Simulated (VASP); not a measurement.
# TeRu (F-43m) in VASP: a series of runs, part 2 of 3

VASP 6.6.1. Earlier steps stand in the parts before.

## 3. Single point, PBEsol+U, collinear spin, random start

File INCAR:

```
SYSTEM = TeRu
PREC = Accurate
ENCUT = 520
EDIFF = 1E-6
ISMEAR = 0
SIGMA = 0.05
LREAL = .False.
LASPH = .True.
NELM = 80
ALGO = Fast
ISIF = 2
LWAVE = .False.
LCHARG = .True.
ISPIN = 2
MAGMOM = -0.3 0
LORBIT = 11
LMAXMIX = 4
LDAU = .True.
LDAUTYPE = 2
LDAUL = 2 -1
LDAUU = 2 0
LDAUJ = 0 0
LDAUPRINT = 1
GGA = PS
LELF = .True.
LVHAR = .True.
```

File KPOINTS:

```
regular mesh
0
Gamma
  5 5 5
  0 0 0
```

File POSCAR:

```
TeRu
1.0
    0.0000000000      3.1139297200      3.1139297200
    3.1139297200      0.0000000000      3.1139297200
    3.1139297200      3.1139297200      0.0000000000
Ru Te
1 1
Direct
    0.0000000000      0.0000000000      0.0000000000
    0.2500000000      0.2500000000      0.2500000000
```

Potentials or basis: VASP PAW PBE potentials, release 64 (Ru_pv, Te).

On the command line:

```bash
> cat potpaw_PBE.64/Ru_pv/POTCAR potpaw_PBE.64/Te/POTCAR > POTCAR
> mpirun -np 1 vasp_std > vasp.out
```

OUTCAR:

```text
SYSTEM = TeRu
   PREC = Accurate
   ENCUT = 520
   EDIFF = 1E-6
   ISMEAR = 0
   LREAL = .False.
   LASPH = .True.
   NELM = 80
   ISIF = 2
   ISPIN = 2
   LORBIT = 11
   GGA = PS

 ion  position               nearest neighbor table
   1  0.000  0.000  0.000-   2 2.70   2 2.70   2 2.70   2 2.70
   2  0.250  0.250  0.250-   1 2.70   1 2.70   1 2.70   1 2.70

  LATTYP: Found a face centered cubic cell.
 ALAT       =     6.2278594400

  Lattice vectors:

 A1 = (   0.0000000000,   3.1139297200,   3.1139297200)
 A2 = (   3.1139297200,   0.0000000000,   3.1139297200)
 A3 = (   3.1139297200,   3.1139297200,   0.0000000000)

Analysis of symmetry for initial positions (statically):
=====================================================================
 Subroutine PRICEL returns:
 Original cell was already a primitive cell.

 Routine SETGRP: Setting up the symmetry group for a
 face centered cubic supercell.

 Subroutine GETGRP returns: Found 24 space group operations
 (whereof 24 operations were pure point group operations)
 out of a pool of 48 trial point group operations.

The static configuration has the point symmetry T_d .

Analysis of symmetry for dynamics (positions and initial velocities):
=====================================================================
 Subroutine PRICEL returns:
 Original cell was already a primitive cell.

 Routine SETGRP: Setting up the symmetry group for a
 face centered cubic supercell.

 Subroutine GETGRP returns: Found 24 space group operations
 (whereof 24 operations were pure point group operations)
 out of a pool of 48 trial point group operations.

The dynamic configuration has the point symmetry T_d .

Analysis of structural, dynamic, and magnetic symmetry:
=====================================================================
 Subroutine PRICEL returns:
 Original cell was already a primitive cell.

 Routine SETGRP: Setting up the symmetry group for a
 face centered cubic supercell.

 Subroutine GETGRP returns: Found 24 space group operations
 (whereof 24 operations were pure point group operations)
 out of a pool of 48 trial point group operations.

The overall configuration has the point symmetry T_d .

 Subroutine INISYM returns: Found 24 space group operations
 (whereof 24 operations are pure point group operations),
 and found     1 'primitive' translations

----------------------------------------------------------------------------------------

                                     Primitive cell

  volume of cell :      60.3888

  direct lattice vectors                    reciprocal lattice vectors
     0.000000000  3.113929720  3.113929720    -0.160568813  0.160568813  0.160568813
     3.113929720  0.000000000  3.113929720     0.160568813 -0.160568813  0.160568813
     3.113929720  3.113929720  0.000000000     0.160568813  0.160568813 -0.160568813

  length of vectors
     4.403761642  4.403761642  4.403761642     0.278113343  0.278113343  0.278113343

  position of ions in fractional coordinates (direct lattice)
     0.000000000  0.000000000  0.000000000
     0.250000000  0.250000000  0.250000000

  ion indices of the primitive-cell ions
[... 131 lines left out ...]
  o =  0.5666  v =  0.0000  0.0000  0.0000  0.0000  0.0000  0.0000  0.9994 -0.0000  0.0356 -0.0000      0.0000  0.0000  0.0000  0.0000  0.0000  0.0000  0.0000  0.0000  0.0000  0.0000
  o =  0.7395  v =  0.0000 -0.0000  0.1803  0.0000  0.9836  0.0000  0.0000  0.0000  0.0000  0.0000      0.0000  0.0000  0.0000  0.0000  0.0000  0.0000  0.0000  0.0000  0.0000  0.0000
  o =  0.7395  v =  0.0000 -0.0000 -0.9836 -0.0000  0.1803  0.0000  0.0000  0.0000  0.0000  0.0000      0.0000  0.0000  0.0000  0.0000  0.0000  0.0000  0.0000  0.0000  0.0000  0.0000
  o =  0.7403  v =  0.0000  0.0000  0.0000  0.0000  0.0000  0.0000 -0.0000  0.0518 -0.0000 -0.9987      0.0000  0.0000  0.0000  0.0000  0.0000  0.0000  0.0000  0.0000  0.0000  0.0000
  o =  0.7403  v =  0.0000  0.0000  0.0000  0.0000  0.0000  0.0000 -0.0000 -0.9987 -0.0000 -0.0518      0.0000  0.0000  0.0000  0.0000  0.0000  0.0000  0.0000  0.0000  0.0000  0.0000

 number of electron      20.0000002 magnetization      -0.1556710

 Free energy of the ion-electron system (eV)
  ---------------------------------------------------
  ext. energy  EPLUGINS =         0.00000000
  ---------------------------------------------------
  free energy    TOTEN  =        -9.97732936 eV

  energy without entropy =       -9.97317220  energy(sigma->0) =       -9.97525078

 E-fermi :   4.8820     XC(G=0):  -9.4849

 val. band max:        4.8738636585   @ k =  -0.4000   0.4000   0.2000
 cond. band min:       4.9052969160   @ k =  -0.4000   0.4000   0.0000
 fundamental gap:      0.0314332575
 Fermi energy:         4.8820190392

 spin component 1

 k-point     1 :       0.0000    0.0000    0.0000
  band No.  band energies     occupation
      1     -36.7966      1.00000
      2     -36.7966      1.00000
      3     -36.7966      1.00000
      4      -7.0540      1.00000
      5       1.4750      1.00000
      6       1.4750      1.00000
      7       1.4750      1.00000
      8       3.6293      1.00000
      9       3.6293      1.00000
     10       7.1484      0.00000
     11       7.8305      0.00000
     12       7.8305      0.00000
[... 140 lines left out ...]
  band No.  band energies     occupation
      1     -36.8016      1.00000
      2     -36.7991      1.00000
      3     -36.7983      1.00000
      4      -6.3077      1.00000
      5       0.7834      1.00000
      6       1.3402      1.00000
      7       2.0037      1.00000
      8       3.6399      1.00000
      9       3.7640      1.00000
     10       4.2594      1.00000
     11       4.8739      0.59121
     12       5.6123      0.00000
     13      10.6227      0.00000
     14      11.1503      0.00000
 Fermi energy:         4.8820190392

 spin component 2

 k-point     1 :       0.0000    0.0000    0.0000
  band No.  band energies     occupation
      1     -36.9303      1.00000
      2     -36.9303      1.00000
      3     -36.9303      1.00000
      4      -7.0372      1.00000
      5       1.3634      1.00000
      6       1.3634      1.00000
      7       1.3634      1.00000
      8       3.5587      1.00000
      9       3.5587      1.00000
     10       7.1327      0.00000
     11       7.6913      0.00000
     12       7.6913      0.00000
[... 141 lines left out ...]
      1     -36.9352      1.00000
      2     -36.9328      1.00000
      3     -36.9320      1.00000
      4      -6.2935      1.00000
      5       0.7707      1.00000
      6       1.3126      1.00000
      7       1.9459      1.00000
      8       3.5025      1.00000
      9       3.6033      1.00000
     10       4.1691      1.00000
     11       4.6368      1.00000
     12       5.4898      0.00000
     13      10.5839      0.00000
     14      11.1332      0.00000

------------------------ aborting loop because EDIFF is reached ----------------------------------------

  FORCE on cell =-STRESS in cart. coord.  units (eV):
  Direction    XX          YY          ZZ          XY          YZ          ZX
  --------------------------------------------------------------------------------------
  -------------------------------------------------------------------------------------
  Total       -5.0608666     -5.0608666     -5.0608666      0.0000000      0.0000000      0.0000000
  in kB     -134.2700203   -134.2700203   -134.2700203      0.0000000      0.0000000      0.0000000
  external PRESSURE =    -134.2700203 kB  Pullay stress =       0.0000000 kB

 VOLUME and BASIS-vectors are now :
 -----------------------------------------------------------------------------
  energy-cutoff  :      520.00
  volume of cell :       60.39
      direct lattice vectors                 reciprocal lattice vectors
     0.000000000  3.113929720  3.113929720    -0.160568813  0.160568813  0.160568813
     3.113929720  0.000000000  3.113929720     0.160568813 -0.160568813  0.160568813
     3.113929720  3.113929720  0.000000000     0.160568813  0.160568813 -0.160568813

 POSITION                                       TOTAL-FORCE (eV/Angst)
 -----------------------------------------------------------------------------------
      0.00000      0.00000      0.00000        -0.000000     -0.000000     -0.000000
      1.55696      1.55696      1.55696         0.000000      0.000000      0.000000
 -----------------------------------------------------------------------------------
    total drift:                               -0.000000     -0.000000     -0.000000

  FREE ENERGIE OF THE ION-ELECTRON SYSTEM (eV)
  ---------------------------------------------------
  free  energy   TOTEN  =        -9.9773293569 eV

  energy  without entropy=       -9.9731722019  energy(sigma->0) =       -9.97525078

 total charge

# of ion       s       p       d       tot
------------------------------------------
    1        0.271   6.101   6.132  12.504
    2        1.349   1.876   0.084   3.309
--------------------------------------------------
tot          1.621   7.977   6.215  15.813

 magnetization (x)

# of ion       s       p       d       tot
------------------------------------------
    1       -0.001  -0.000  -0.181  -0.182
    2       -0.001   0.023   0.001   0.023
--------------------------------------------------
tot         -0.002   0.023  -0.180  -0.159
```

OSZICAR:

```text
N       E                     dE             d eps       ncg     rms          rms(c)
DAV:   1     0.106548289665E+03    0.10655E+03   -0.10587E+04   672   0.122E+03
DAV:   2    -0.690271418028E+01   -0.11345E+03   -0.11067E+03   656   0.283E+02
DAV:   3    -0.999735389138E+01   -0.30946E+01   -0.30688E+01   674   0.462E+01
DAV:   4    -0.100477862015E+02   -0.50432E-01   -0.50426E-01   784   0.533E+00
DAV:   5    -0.100480207714E+02   -0.23457E-03   -0.23457E-03   704   0.372E-01    0.625E+00
RMM:   6    -0.999448375621E+01    0.53537E-01   -0.38703E-01   560   0.551E+00    0.303E+00
RMM:   7    -0.997605514229E+01    0.18429E-01   -0.76312E-02   562   0.218E+00    0.209E+00
RMM:   8    -0.997548178543E+01    0.57336E-03   -0.53715E-02   579   0.223E+00    0.350E-01
RMM:   9    -0.997687615704E+01   -0.13944E-02   -0.87158E-03   599   0.706E-01    0.189E-01
RMM:  10    -0.997726031203E+01   -0.38415E-03   -0.14911E-03   636   0.342E-01    0.800E-02
RMM:  11    -0.997730739048E+01   -0.47078E-04   -0.26815E-04   652   0.131E-01    0.469E-02
RMM:  12    -0.997732642191E+01   -0.19031E-04   -0.68276E-05   636   0.701E-02    0.125E-02
RMM:  13    -0.997732845688E+01   -0.20350E-05   -0.24011E-05   664   0.353E-02    0.446E-03
RMM:  14    -0.997732935693E+01   -0.90004E-06   -0.50193E-06   491   0.157E-02
   1 F= -.99773294E+01 E0= -.99752508E+01  d E =-.415716E-02  mag=    -0.1564
```

stdout:

```text
POSCAR found type information on POSCAR RuTe
 POSCAR found :  2 types and       2 ions
 scaLAPACK will be used
 -----------------------------------------------------------------------------
|                                                                             |
|                                                                             |
|     You enforced a specific xc type in the INCAR file but a different       |
|     I HOPE YOU KNOW WHAT YOU ARE DOING!                                     |
|                                                                             |
 -----------------------------------------------------------------------------

 LDA part: xc-table for (Slater+PW92), standard interpolation
 POSCAR, INCAR and KPOINTS ok, starting setup
 FFT: planning ... GRIDC
 FFT: planning ... GRID_SOFT
 FFT: planning ... GRID
 WAVECAR not read
 entering main loop
```

Wall time 68 s (1 thread of AMD EPYC 7R43 (Zen 3), shared host); peak memory 0.2 GiB.

What came out:

```
Free energy                                           : -9.9773 eV
Pressure                                              : -13.4 GPa
Band gap on the k mesh                                : none (metal or under the smearing width)
Net moment                                            : -0.16 μB per cell
Site moments                                          : Ru -0.18; Te +0.02 μB
Valence electrons inside the program's atomic spheres : Ru 12.50; Te 3.31
```

Levels at points of the mesh, in eV from the Fermi level:
Spin up:
```
           k point  band 6  band 7  band 8  band 9  band 10  band 11  band 12  band 13  band 14
(0.00, 0.00, 0.00)   -3.41   -3.41   -1.25   -1.25     2.27     2.95     2.95     2.95     6.07
```
Spin down:
```tsv
k point	band 6	band 7	band 8	band 9	band 10	band 11	band 12	band 13	band 14
(0.00, 0.00, 0.00)	-3.52	-3.52	-1.32	-1.32	2.25	2.81	2.81	2.81	6.06
```

Eigenvalues of the final occupation matrices:
```
    site  spin  trace               eigenvalues
site 1 d     1   3.00  0.51 0.51 0.51 0.74 0.74
site 1 d     2   3.18  0.57 0.57 0.57 0.74 0.74
```

Caveat: the PAW data sets were made with another functional, which shifts forces and pressure a little; the U is typed as a test and isn't derived for this compound.

(Continued in part 3 of 3.)
